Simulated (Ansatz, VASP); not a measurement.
# Cross-check of YSb between VASP and Ansatz, part 2 of 2

Aim: how closely do two programs agree when they are given the same cell, functional and k mesh? The cell is generated by rule, not measured, and may not be a known phase. The cell is taken from a series of runs on this material, whose earlier steps may have relaxed, scaled, displaced or heated it; both programs get it as it stands.

VASP 6.6.1 and Ansatz 0.2.0.

So far: Starting point; VASP: relaxation of cell and atoms, PBEsol.

The structure was built from a prototype and need not be the compound's stable phase.

## (3) Ansatz: relaxation of cell and atoms, PBEsol

Level of this step: Ansatz beside VASP: Kohn-Sham DFT, plane waves, PBEsol (Ansatz).

Ansatz runs on norm-conserving files, of PseudoDojo where its log says so.

The same cell, functional, mesh and smearing now go to Ansatz, which takes its cutoff from its data sets.

File input.yaml:

```yaml
crystal:
  lattice:
    - [5.2151049265, 0.0, 0.0]
    - [-2.6075524633, 4.5164133498, 0.0]
    - [0.0, 0.0, 6.0437725079]
  atoms:
    - { symbol: "Y", position: [0.3333333333, 0.6666666667, 0.25] }
    - { symbol: "Y", position: [0.6666666667, 0.3333333333, 0.75] }
    - { symbol: Sb, position: [0.6666666667, 0.3333333333, 0.25] }
    - { symbol: Sb, position: [0.3333333333, 0.6666666667, 0.75] }
kpoints:
  mp_grid: { grid: [9, 9, 8] }
hamiltonian:
  xc: pbesol
  pseudopotentials: { kind: nc }
scf:
  occupations: { method: gaussian, width: 0.1 }
output:
  forces: true
  stress: true
  eigenvalues: true
relax:
  adjacent_minimum: "off"
  f_tol: 0.005
  max_steps: 80
  cell: { stress_tol: 0.05 }
```

Run with:

```console
> ansatz run input.yaml --threads 4 --pin off --max-ram 7168MiB --backend cpu --events-out ev --progress --plain --runs-dir out
```

Numbers of over 12 decimals in the logs are rounded to 6 here.

The log of the run:

```text
Engine: ansatz 0.2.0, aarch64-unknown-linux-gnu
Pseudopotentials: kind: nc
Pseudopotential: Y, nc, valence charge 11, recommended cutoff 979.609905 eV (normal), Y.nc.azcp (PseudoDojo's, or run here from an input of PseudoDojo's: the run reads no file of this project's for it)
Pseudopotential: Sb, nc, valence charge 15, recommended cutoff 1088.45545 eV (normal), Sb.nc.azcp (PseudoDojo's, or run here from an input of PseudoDojo's: the run reads no file of this project's for it)
Functional definition: PBEsol
  exchange = pbesol_x
  correlation = pbesol_c
Crystal: 4 atoms, lattice volume = 142.352 Å³
Basis set: ecut = 1088.45545 eV, 11655 PW (Γ), exchange–correlation on 120×120×144 points (8 copies of the dense FFT grid, shifted against one another)
Bands: 32, of which v1, the nominal top of the filled ones, is band 26 counted from 1 (25 counted from 0)
Symmetry: 24 space group operations
Space group: P63/mmc (ITA 194), of the structure as read, at distance tolerance 5.2e-5 Å
k-points: 60 of 648
Non-local potential: Y, projectors of the file, l = 0: 2, l = 1: 2, l = 2: 2
Non-local potential: Sb, projectors of the file, l = 0: 2, l = 1: 2, l = 2: 2, l = 3: 2
Initial density: superposition of atomic densities (chi_scale 0.1, normalization cell, long waves kept (reshape's long-wave potential 0.00 eV rms))
Initial wavefunctions: pseudopotential atomic-orbital guess
Functional: x = pbesol(κ = 0.804, μ = 0.123457), c = pbesol(β = 0.046)
SCF iter   1: F=—  HF=-7163.288826 eV  |F-HF|=—  |Δ(HF+E_count)|=         —  Δρ=3.26e-2  dr2=1.88e0  ethr=3.10e-3  ⟨swp⟩=6.2  Hψ=7793  notcnv=0
preconditioner: auto → Resta (q_TF=auto, 2.307 Å⁻¹)  ε∞=6.1  [insulator: Δε(μ)=0.108 eV  Ē_g=5.491 eV  σ=0.100 eV  W_gap=0.56  n_scr=22 (ndim 8)  ℏωp=12.4 eV  f_vac=0.024  D(μ)=0.46/eV (n_scr^D=0)  ε∞_Penn≈6.1]
SCF iter   2: F=—  HF=-7162.783431 eV  |F-HF|=—  |Δ(HF+E_count)|=   5.05e-1  Δρ=1.61e-2  dr2=5.16e-1  ethr=3.10e-3  ⟨swp⟩=3.9  Hψ=4155  notcnv=0  defer=79
preconditioner: auto → Kerker (q_TF=auto, 2.307 Å⁻¹)  [metal: Δε(μ)=0.017 eV  Ē_g=5.701 eV  σ=0.100 eV  W_gap=0.09  n_scr=22 (ndim 8)  ℏωp=12.4 eV  f_vac=0.028  D(μ)=0.29/eV (n_scr^D=0)]
SCF iter   3: F=—  HF=-7162.657545 eV  |F-HF|=—  |Δ(HF+E_count)|=   1.26e-1  Δρ=4.65e-3  dr2=8.25e-2  ethr=9.93e-4  ⟨swp⟩=3.9  Hψ=3599  notcnv=0  defer=79
SCF iter   4: F=—  HF=-7162.641787 eV  |F-HF|=—  |Δ(HF+E_count)|=   1.58e-2  Δρ=1.73e-3  dr2=7.99e-3  ethr=1.59e-4  ⟨swp⟩=2.0  Hψ=2316  notcnv=0  defer=79
SCF iter   5: F=—  HF=-7162.642682 eV  |F-HF|=—  |Δ(HF+E_count)|=   8.95e-4  Δρ=8.12e-4  dr2=8.90e-4  ethr=1.54e-5  ⟨swp⟩=2.4  Hψ=2871  notcnv=0  defer=79
SCF iter   6: F=—  HF=-7162.643220 eV  |F-HF|=—  |Δ(HF+E_count)|=   5.38e-4  Δρ=1.78e-4  dr2=7.75e-5  ethr=1.71e-6  ⟨swp⟩=2.6  Hψ=3397  notcnv=0  defer=79
SCF iter   7: F=—  HF=-7162.643202 eV  |F-HF|=—  |Δ(HF+E_count)|=   1.84e-5  Δρ=4.15e-5  dr2=1.94e-6  ethr=1.49e-7  ⟨swp⟩=2.0  Hψ=2392  notcnv=0  defer=78
SCF iter   8: F=-7162.643207 eV  HF=-7162.643207 eV  |F-HF|=3.15e-8  |Δ(HF+E_count)|=   5.16e-6  Δρ=5.46e-6  dr2=3.11e-8  ethr=1.92e-10  ⟨swp⟩=13.1  Hψ=11909  notcnv=0
SCF 1 converged in 8 iterations: F = -7162.643207 eV  dr2 = 3.11e-8
relax step   1: F+E_penalty+E_count = -7162.64320681 eV  Δ(F+E_penalty+E_count) = +0.000e0 eV  max|allowed force component| = 2.868e-16 eV/Å  Δτ_max = 0.0000 Å  P = -0.015 GPa  Ω = 142.352 Å³  (8 SCF iters, dr2 threshold 1.00e-7 eV, accepted)
Initial density: handed on by an earlier stage of this run
Initial wavefunctions: pseudopotential atomic-orbital guess (no wavefunctions were taken with the density)
iter 1 solved again at ethr=3.74e-7 eV; its pass at ethr=3.10e-3 eV (dr2=1.95e-4 eV) is discarded
SCF iter   1: F=—  HF=-7162.643360 eV  |F-HF|=—  |Δ(HF+E_count)|=         —  Δρ=5.74e-6  dr2=3.69e-8  ethr=3.74e-7  ⟨swp⟩=4.3  Hψ=14281  notcnv=0
eigensolver tolerance schedule: the retry pair's looser diagonalisation over-reported the residual by 5274.12 of it (diagonalisation noise at 1.75 of the residual, at the tolerance the schedule requests for it); recorded, not acted on — ethr = c·dr2/N_el stays at c = 1.0e-1
preconditioner: auto → Kerker (q_TF=auto, 2.307 Å⁻¹)  [metal: Δε(μ)=0.118 eV  Ē_g=5.769 eV  σ=0.100 eV  W_gap=0.46  n_scr=22 (ndim 8)  ℏωp=12.4 eV  f_vac=0.085  D(μ)=0.27/eV (n_scr^D=0)]
SCF iter   2: F=—  HF=-7162.643207 eV  |F-HF|=—  |Δ(HF+E_count)|=   1.53e-4  Δρ=3.26e-6  dr2=1.38e-8  ethr=7.09e-11  ⟨swp⟩=3.9  Hψ=5212  notcnv=0
SCF iter   3: F=—  HF=-7162.643207 eV  |F-HF|=—  |Δ(HF+E_count)|=   1.69e-8  Δρ=1.09e-6  dr2=2.50e-9  ethr=2.66e-11  ⟨swp⟩=2.2  Hψ=2604  notcnv=0
SCF iter   4: F=—  HF=-7162.643207 eV  |F-HF|=—  |Δ(HF+E_count)|=   2.09e-9  Δρ=4.79e-7  dr2=4.30e-10  ethr=4.80e-12  ⟨swp⟩=2.0  Hψ=2357  notcnv=0
SCF iter   5: F=—  HF=-7162.643207 eV  |F-HF|=—  |Δ(HF+E_count)|=  8.73e-11  Δρ=1.39e-7  dr2=4.53e-11  ethr=1.00e-12  ⟨swp⟩=2.0  Hψ=2273  notcnv=0
SCF iter   6: F=-7162.643207 eV  HF=-7162.643207 eV  |F-HF|=0.00e0  |Δ(HF+E_count)|=  4.55e-12  Δρ=4.04e-8  dr2=3.54e-12  ethr=1.00e-12  ⟨swp⟩=7.0  Hψ=8425  notcnv=0
SCF 2 converged in 6 iterations: F = -7162.643207 eV  dr2 = 3.54e-12
relax step   2: F+E_penalty+E_count = -7162.64320681 eV  Δ(F+E_penalty+E_count) = -7.663e-9 eV  max|allowed force component| = 2.405e-16 eV/Å  Δτ_max = 0.0000 Å  P = -0.016 GPa  Ω = 142.352 Å³  stress off target by 4.58e-2 GPa  SCF on the basis re-selected at this cell (its energy is not comparable with the rows above)  (6 SCF iters)
basis re-selected at this cell: Δ(F+E_penalty+E_count) = -7.663e-9 eV, ΔP = -0.000 GPa vs the last step (what re-selecting the basis moved, of the pressure what is left beyond the Pulay correction that the steps carried, after the strain that the cell walked since its last selection, with what the two solves' SCF thresholds leave and, on support functions, any second-order correction that the steps lacked; it is no m [...]
SCF converged after 6 iterations
Free energy (F): -7162.643207 eV
Harris-Foulkes:  -7162.643207 eV  (|F-HF|=0.00e0)
Internal energy: -7162.641839 eV  (E = F + TS)
E sigma→0 (E₀):  -7162.642523 eV
Entropy (-TS):   -0.001368 eV (-0.342 meV/atom)
Fermi energy:    7.953512 eV
--- Per-component energies (eV) ---
  E_band       = -651.946763
  E_kinetic    = 3517.644773
  E_local      = -4593.753994  (includes V_loc(G=0)·N_el)
  E_nonlocal   = -2359.238729
  E_hartree    = 1960.137301
  E_xc         = -1653.324265
  E_vxc        = -1136.873459  (∫ρ·V_xc dr)
  E_ewald      = -4034.106925
  E_smearing   = -0.001368  (= −TS)
  E_closure    = 0.000000  (closes the sum)
  Σ components = -7162.643207   (vs F -7162.643207, Δ=0.00e0)
--- Forces (eV/Å), atoms counted from 1 ---
  atom   1  Y      0.00000000    -0.00000000    -0.00000000
  atom   2  Y     -0.00000000     0.00000000     0.00000000
  atom   3  Sb    -0.00000000     0.00000000     0.00000000
  atom   4  Sb     0.00000000    -0.00000000    -0.00000000
  max |Σ_I F_I| component: 7.40e-17 eV/Å
--- Stress (GPa, compression-positive) ---
       -0.000373       0.000000      -0.000000
        0.000000      -0.000373      -0.000000
       -0.000000      -0.000000      -0.045760
  P = ⅓ Tr σ = -0.0155 GPa (-0.155 kbar)
--- Band table (eV; the first three rows and the last of 60) ---
  k-point 0: bands = [... 22 lower, 5.8979, 6.3410, 6.3410, 8.6938, 8.7668, 8.7668, 9.3707, 10.6076, ... 2 higher]
  k-point 1: bands = [... 22 lower, 5.8868, 6.2775, 6.2775, 7.9562, 8.9150, 8.9150, 9.5440, 10.6719, ... 2 higher]
  k-point 2: bands = [... 22 lower, 5.8655, 6.1361, 6.1361, 6.9049, 9.3003, 9.3003, 9.7516, 10.7937, ... 2 higher]
  k-point 59: bands = [... 22 lower, 5.9102, 5.9102, 6.6294, 6.6294, 9.0493, 9.0493, 10.5937, 10.5937, ... 2 higher]
--- Relaxed structure (1 steps of the walk, 1 accepted, 1 SCFs on fresh bases) ---
  F+E_penalty+E_count = -7162.64320681 eV   max|allowed force component| = 2.405e-16 eV/Å   (the final SCF, on the basis selected at the relaxed cell)
  cell:  # Å, volume = 142.3524 Å³
    - [5.215105, 2.886748321914042e-11, 0.0]
    - [-2.607552, 4.516413, 0.0]
    - [0.0, 0.0, 6.0437725079]
  atoms:
    - { symbol: Y, position: [0.333333, 0.666667, 0.25] }
    - { symbol: Y, position: [0.666667, 0.333333, 0.750000] }
    - { symbol: Sb, position: [0.666667, 0.333333, 0.25] }
    - { symbol: Sb, position: [0.333333, 0.666667, 0.750000] }
```

In the SCF lines HF is the Harris–Foulkes energy and dr2 the Hartree energy of the density residual, in eV; the loop may stop once dr2 is under the threshold and the program's other checks hold. Hψ counts applications of the Hamiltonian.

## (4) Comparison

Known differences besides the potentials themselves: the data sets hold 52 valence electrons in Ansatz (on norm-conserving files, of PseudoDojo where its log says so) and 32 in VASP; the cutoff is 1088.46 eV in Ansatz and 500 eV in VASP; Ansatz adds a Pulay correction to the stress that steers its cell, VASP none. Total energies have different zeros and are not compared.

Compared:

```
                                         quantity  Ansatz    VASP  difference
                                      volume (Å³)  142.35  142.54     -0.13 %
edge a after relaxation, in the typed setting (Å)   5.215   5.218     -0.06 %
edge c after relaxation, in the typed setting (Å)   6.044   6.045     -0.01 %
```

## (5) What came out

```json
{"difference in volume (relaxation of cell and atoms, PBEsol)": "-0.13 %"}
```

What this shows: The difference in volume is -0.13 % (relaxation of cell and atoms, PBEsol), within the 1.2 % picked in this series as the mark of a large difference, as far as the stopping tolerances let one tell. The data sets hold unlike numbers of valence electrons (52 in Ansatz and 32 in VASP), so part of the differences comes from the potentials. 1 further run of this series is not shown here. Such differences can come from data sets, numerical settings and the points named under the comparisons, not from the functional's error against experiment.

[Lines on the potential files, build, host, timing and source positions are cut from VASP's logs without a mark.]

[Logs are printed without paths, hosts, clocks, repeated set-up lines and the standing remarks that a program may print on its own settings, such as how far it seeks lower states.]

[Hosts, paths, dates, database ids (printed as entryN), source tags and the programs' standing remarks are cut or masked in the printed files.]
